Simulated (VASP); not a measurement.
Data:

```
HfB2
1.0
    1.57070    -2.72052     0.00000
    1.57070     2.72052     0.00000
    0.00000     0.00000     3.49139
Hf B
1 2
Direct
  0.00000   0.00000   0.00000
  0.33333   0.66667   0.50000
  0.66667   0.33333   0.50000
```

Calculation: PBE GGA, VASP's PBE PAW potentials (set 64) (plane waves; VASP 6.6.1). Settings: 520 eV cut-off, Gaussian smearing of 0.050 eV, potentials Hf_pv B.

Unless said otherwise, spin-orbit coupling is left out, though it shifts the bands of the heavy elements here.

Q: Estimate the band gap (along the path) with the smallest direct gap where there is one.

A: 
The band gap (along the path) comes out as none (metal, semimetal or under 0.01 eV).

Only differences to runs with the same potentials and settings are physical.

The compound is HfB2 in the AlB2 type structure. It was relaxed first.
